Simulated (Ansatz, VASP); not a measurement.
# PtSe2 (Sudovikovite) in two plane-wave programs

Aim: how closely do two programs agree when they are given the same cell, functional and k mesh? The cell is taken from a series of runs on this material, whose earlier steps may have relaxed, scaled, displaced or heated it; both programs get it as it stands.

Calculated with Ansatz 0.2.0; plane waves, with VASP 6.6.1 beside it; zone-centre phonons at PBE with D3(BJ).

### 1. Set-up

It takes space group P-3m1 (No. 164, trigonal). Conventional cell: a = 3.715 Å, b = 3.715 Å, c = 4.469 Å, α = 90.00°, β = 90.00°, γ = 120.00°. Nearest to Se lie 3 Pt at 2.49 Å. Nearest to Pt lie 6 Se at 2.49 Å. Farther neighbours and most contacts between anions are not listed.

### 2. Ansatz: zone-centre phonons, PBE with D3(BJ)

Ansatz runs on its PAW soft_1 files.

Second derivatives magnify differences that forces hide, and they need a tight electronic threshold.

Contents of input.yaml:

```yaml
crystal:
  lattice:
    - [3.7153663919, 0.0, 0.0]
    - [-1.8576831959, 3.2176016797, 0.0]
    - [0.0, 0.0, 4.4694074855]
  atoms:
    - { symbol: Se, position: [0.3333333333, 0.6666666667, 0.281970411] }
    - { symbol: Se, position: [0.6666666667, 0.3333333333, 0.718029589] }
    - { symbol: Pt, position: [0.0, 0.0, 0.0] }
kpoints:
  mp_grid: { grid: [15, 15, 10] }
hamiltonian:
  xc: pbe
  dispersion: d3bj
  pseudopotentials: { kind: paw, azcp: { folder: soft_1 } }
scf:
  occupations: { method: methfessel_paxton, width: 0.2 }
output:
  eigenvalues: true
phonons:
  method: dfpt
```

On the command line:

```bash
ansatz run input.yaml --threads 4 --pin off --max-ram 10240MiB --backend cpu --events-out ev --progress --plain --runs-dir out
```

Numbers of over 12 decimals in the logs are rounded to 6 here.

The log of the run:

```text
Engine: ansatz 0.2.0, x86_64-unknown-linux-gnu
Pseudopotentials: kind: paw
Pseudopotential: Se, paw, valence charge 16, recommended cutoff 420 eV (normal), soft_1/Se.paw.azcp
Pseudopotential: Pt, paw, valence charge 18, recommended cutoff 420 eV (normal), soft_1/Pt.paw.azcp
Functional definition: PBE
  parameter kappa = 0.804
  parameter beta = 0.066725
  exchange = pbe_x(kappa = kappa, mu = beta*pi^2/3)
  correlation = pbe_c(beta = beta)
Crystal: 3 atoms, lattice volume = 53.430 Å³
Basis set: ecut = 420 eV, 1035 PW (Γ), exchange–correlation on 50×50×60 points (8 copies of the dense FFT grid, shifted against one another)
Bands: 30, of which v1, the nominal top of the filled ones, is band 25 counted from 1 (24 counted from 0)
Symmetry: 12 space group operations
k-points: 608 of 2250 (irreducible under 2 space group operations, time reversal used)
Non-local potential: Se, projectors of the file, l = 0: 2, l = 1: 2, l = 2: 3, l = 3: 1
Non-local potential: Pt, projectors of the file, l = 0: 3, l = 1: 2, l = 2: 2, l = 3: 1
PAW form: soft (Blöchl's): semilocal exchange-correlation on the pseudo side does not see the compensation charge
PAW one-centre angular grid: Se, 590 points (default); XC on 64 Gauss nodes
PAW one-centre angular grid: Pt, 590 points (default); XC on 64 Gauss nodes
Initial density: superposition of atomic densities (chi_scale 0.1, normalization cell, long waves kept (reshape's long-wave potential 0.00 eV rms))
Initial wavefunctions: pseudopotential atomic-orbital guess
Functional: x = pbe(κ = 0.804, μ = 0.219515), c = pbe(β = 0.066725)
SCF iter   1: F=—  HF=-23465.412287 eV  |F-HF|=—  |Δ(HF+E_count)|=         —  Δρ=4.93e-2  dr2=6.09e-1  ethr=3.10e-3  ⟨swp⟩=4.9  Hψ=66194  notcnv=0
preconditioner: auto → Kerker (q_TF=auto, 2.698 Å⁻¹)  [metal: Δε(μ)=0.020 eV  Ē_g=10.540 eV  σ=0.200 eV  W_gap=0.08  n_scr=20 (ndim 8)  ℏωp=23.8 eV  f_vac=0.000  D(μ)=0.54/eV (n_scr^D=0)]
SCF iter   2: F=—  HF=-23465.325565 eV  |F-HF|=—  |Δ(HF+E_count)|=   8.67e-2  S|Δr|=    0.00e0  Δρ=2.59e-2  dr2=1.95e-1  ethr=1.22e-3  ⟨swp⟩=2.0  Hψ=25700  notcnv=0  defer=212
SCF iter   3: F=—  HF=-23465.293492 eV  |F-HF|=—  |Δ(HF+E_count)|=   3.21e-2  S|Δr|=    0.00e0  Δρ=7.85e-3  dr2=2.58e-2  ethr=3.89e-4  ⟨swp⟩=2.0  Hψ=20781  notcnv=0  defer=212
SCF iter   4: F=—  HF=-23465.289920 eV  |F-HF|=—  |Δ(HF+E_count)|=   3.57e-3  S|Δr|=    0.00e0  Δρ=1.36e-3  dr2=1.78e-3  ethr=5.17e-5  ⟨swp⟩=3.0  Hψ=35399  notcnv=0  defer=212
SCF iter   5: F=—  HF=-23465.289903 eV  |F-HF|=—  |Δ(HF+E_count)|=   1.61e-5  S|Δr|=    0.00e0  Δρ=6.83e-4  dr2=4.20e-4  ethr=3.56e-6  ⟨swp⟩=2.0  Hψ=30796  notcnv=0  defer=212
SCF iter   6: F=—  HF=-23465.289789 eV  |F-HF|=—  |Δ(HF+E_count)|=   1.14e-4  S|Δr|=    0.00e0  Δρ=2.42e-4  dr2=5.38e-5  ethr=8.40e-7  ⟨swp⟩=2.0  Hψ=30789  notcnv=0  defer=212
SCF iter   7: F=—  HF=-23465.289801 eV  |F-HF|=—  |Δ(HF+E_count)|=   1.17e-5  S|Δr|=    0.00e0  Δρ=5.32e-5  dr2=1.89e-6  ethr=1.08e-7  ⟨swp⟩=2.0  Hψ=24890  notcnv=0  defer=212
SCF iter   8: F=—  HF=-23465.289803 eV  |F-HF|=—  |Δ(HF+E_count)|=   2.31e-6  S|Δr|=    0.00e0  Δρ=2.15e-5  dr2=3.60e-7  ethr=3.79e-9  ⟨swp⟩=2.0  Hψ=31502  notcnv=0  defer=212
SCF iter   9: F=—  HF=-23465.289803 eV  |F-HF|=—  |Δ(HF+E_count)|=   6.50e-8  S|Δr|=    0.00e0  Δρ=7.40e-6  dr2=3.68e-8  ethr=7.20e-10  ⟨swp⟩=2.0  Hψ=25094  notcnv=0  defer=212
SCF iter  10: F=—  HF=-23465.289803 eV  |F-HF|=—  |Δ(HF+E_count)|=   7.48e-9  S|Δr|=    0.00e0  Δρ=2.82e-6  dr2=4.04e-9  ethr=7.35e-11  ⟨swp⟩=2.0  Hψ=25233  notcnv=0  defer=212
SCF iter  11: F=—  HF=-23465.289803 eV  |F-HF|=—  |Δ(HF+E_count)|=   1.84e-9  S|Δr|=    0.00e0  Δρ=7.02e-7  dr2=2.09e-10  ethr=8.08e-12  ⟨swp⟩=2.0  Hψ=25567  notcnv=0  defer=212
SCF iter  12: F=—  HF=-23465.289803 eV  |F-HF|=—  |Δ(HF+E_count)|=  2.15e-10  S|Δr|=    0.00e0  Δρ=3.66e-7  dr2=4.43e-11  ethr=1.00e-12  ⟨swp⟩=2.1  Hψ=24907  notcnv=0  defer=212
SCF iter  13: F=-23465.289803 eV  HF=-23465.289803 eV  |F-HF|=3.64e-12  |Δ(HF+E_count)|=  3.64e-12  S|Δr|=    0.00e0  Δρ=8.25e-8  dr2=2.04e-12  ethr=1.00e-12  ⟨swp⟩=6.6  Hψ=88432  notcnv=0
the search or the solves at the SCF's close seem to have found levels that the self-consistency loop had missed (the run counts 4). By its estimate they hold under 1e-12 electrons; where the run keeps them, the occupations were computed again with them
SCF 1 converged in 13 iterations: F = -23465.289803 eV  dr2 = 2.04e-12
  greatest PAW one-centre occupation: 1.000 electrons in one spin orbital (limit 2), on the Pt atom at site 2 (counted from 0), in its partial waves of l = 0
DFPT response loops at Γ: preconditioner auto → Kerker (q_TF=auto, 2.698 Å⁻¹) (partly filled bands, converged f_vac=0.005); β = 1.00, the filter's whole step (`scf.mixing.beta` (0.50) is not read by the response loops under this deck's `scf.mixing.preconditioner`; to damp them name `kerker` or `kerker_dos`, under which they read `scf.mixing.beta`, and type it under 1.00, their step now; both keys bind the ground state too); Broyden in place of MSR1
SCF converged after 13 iterations
Stability not checked: this state was not tested for a lower state beside it, because cold or Methfessel-Paxton smearing, or corrected tetrahedra, fill the levels in a way that the test cannot read (fill_not_monotonic; see scf.lower_state_search)
Free energy (F): -23465.289803 eV
Harris-Foulkes:  -23465.289803 eV  (|F-HF|=3.64e-12)
Internal energy: -23465.291433 eV  (E = F + TS)
E sigma→0 (E₀):  -23465.290211 eV
Entropy (-TS):   0.001630 eV (0.543 meV/atom)
Fermi energy:    15.463835 eV
--- Per-component energies (eV) ---
  E_band       = -858.767857
  E_kinetic    = 823.197165
  E_local      = -6363.733699  (includes V_loc(G=0)·N_el)
  E_nonlocal   = -503.824408
  E_hartree    = 3168.501051
  E_xc         = -405.425258
  E_vxc        = -456.187136  (∫ρ·V_xc dr)
  E_paw        = -13744.710138  (= ΣΔE_a)
  E_vpaw       = -695.222299  (= ΣTr[D̂ρ^β])
  E_aug_tail   = 0.000402  (compensation charges beyond the density's cutoff)
  E_ewald      = -6437.655987
  E_disp       = -1.640561  (pairwise vdW)
  E_smearing   = 0.001630  (= −TS)
  E_closure    = 0.000000  (closes the sum)
  Σ components = -23465.289803   (vs F -23465.289803, Δ=0.00e0)
--- Band table (eV; the first three rows and the last of 608) ---
  k-point 0: bands = [... 21 lower, 12.8759, 14.4020, 14.4020, 16.0956, 16.0956, 16.4234, 18.5189, 20.0767, ... 1 higher]
  k-point 1: bands = [... 21 lower, 12.8725, 14.2345, 14.2345, 16.1306, 16.3167, 16.3167, 18.5618, 20.4545, ... 1 higher]
  k-point 2: bands = [... 21 lower, 12.8560, 13.8891, 13.8891, 15.4050, 16.8203, 16.8203, 18.9025, 21.2035, ... 1 higher]
  k-point 607: bands = [... 21 lower, 11.9909, 12.2518, 12.7640, 14.2650, 16.5390, 16.7887, 20.0376, 22.3623, ... 1 higher]
--- Phonons (Γ-DFPT): 4 representative perturbations + reference, on 608 of 2250 k-points (Σ response iterations 12) ---
  k mesh reduced under 2 symmetry operations, with k and −k counted as one. Each operation leaves every solved perturbation unchanged. A smaller set is not used because it would not reduce the number of displacements times k-points to solve
  ASR residual: 6.863e-5 → 0.000e0 eV/Å²; symmetrization residual: 1.315e-5 eV/Å²
  pairwise dispersion correction: d3bj (s6 = 1.0, s8 = 0.7875, a1 = 0.4289, a2_bohr = 4.4407), with the weights of each atom's references fixed at the reference crystal's, and the forces and stress that the weights' published response gives there kept as a pressure on the atom's counted neighbours (hamiltonian.dispersion)
  ASR residual per site (eV/Å²): 4.06e-5 4.06e-5 6.86e-5
  Γ frequencies (cm⁻¹): 0.00 0.00 0.00 172.43 172.43 228.59 232.95 233.63 233.63
  non-analytic LO–TO correction: not included (Born effective charges unavailable; polar crystals: no LO–TO splitting at Γ)
```

The column dr2 measures how far the density is from self-consistency, as an energy; F and HF (Harris–Foulkes) agree once it is small.

(Continued in part 2 of 2.)

[Lines on the potential files, build, host, timing and source positions are cut from VASP's logs without a mark.]

[Logs are printed without paths, hosts, clocks, repeated set-up lines and the standing remarks that a program may print on its own settings, such as how far it seeks lower states.]

[Hosts, paths, dates, database ids (printed as entryN), source tags and the programs' standing remarks are cut or masked in the printed files.]
